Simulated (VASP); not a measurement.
Level of theory: LDA (Ceperley-Alder, Perdew-Zunger), VASP's LDA PAW potentials (set 64) (plane waves; VASP).

Input for VASP

File KPOINTS:
```
Automatic mesh
0
Gamma
8 8 8
0 0 0
```

### INCAR
```
! general
SYSTEM   =  Y(SiRu)2
PREC     =  Accurate
ENCUT    =  300
LREAL    =  .FALSE.
LASPH    =  .TRUE.

! electronic loop
EDIFF    =  1E-6
NELM     =  100
ALGO     =  Normal
LMAXMIX  =  4

! smearing
ISMEAR   =  0
SIGMA    =  0.136

! ions
ISIF     =  2

! output
LWAVE    =  .FALSE.
LCHARG   =  .FALSE.
```

POSCAR:
```
Y(SiRu)2
9.53710
 -0.2178702121   0.2178702121   0.5000000000
  0.2178702121  -0.2178702121   0.5000000000
  0.2178702121   0.2178702121  -0.5000000000
Y Ru Si
1 2 2
Cart
  0.0016601710  -0.0039225353  -0.0006850000
  0.0068141088   0.2197147013   0.2524700000
  0.2088333915   0.0063308726   0.2492500000
  0.0021967853   0.0002616621   0.3788935000
 -0.0016342445  -0.0045144887   0.6200715000
```

POTCAR, in this order: Y_sv Ru_pv Si (LDA.64 set). Program: vasp_std.

At this cut-off the stress carries a Pulay error, which pulls relaxed volumes low.

Predict the energy per atom (σ→0), pressure, largest force, band gap (on the k-mesh).

```json
{
  "energy per atom (σ→0)": "-8.896 eV/atom",
  "band gap (on the k-mesh)": "none (metal, semimetal or under 0.01 eV)",
  "pressure": "-7.08 GPa",
  "largest_force": "0.08683 Ry/bohr"
}
```

OSZICAR:
```
...
DAV:   9    -0.445415524730E+02   -0.41498E-01   -0.48615E-01 18076   0.617E+00    0.201E+00
DAV:  10    -0.444919494155E+02    0.49603E-01   -0.28606E-01 18052   0.440E+00    0.729E-01
DAV:  11    -0.444909610941E+02    0.98832E-03   -0.10753E-02 17684   0.932E-01    0.260E-01
DAV:  12    -0.444909623607E+02   -0.12666E-05   -0.13565E-03 18248   0.292E-01    0.624E-02
DAV:  13    -0.444909165623E+02    0.45798E-04   -0.35791E-04 18288   0.207E-01    0.269E-02
DAV:  14    -0.444909136267E+02    0.29356E-05   -0.29432E-05 19984   0.554E-02    0.127E-02
DAV:  15    -0.444909137083E+02   -0.81646E-07   -0.12154E-06 10280   0.854E-03
   1 F= -.44490914E+02 E0= -.44478055E+02  d E =-.257180E-01
```

The structure comes from a measured Ru2YSi2 entry of the Crystallography Open Database, whose conditions weren't checked. The cell was not relaxed at this level, atoms are displaced from their ideal sites. The electron count is odd and the run is not spin-polarised, which forces a metal.
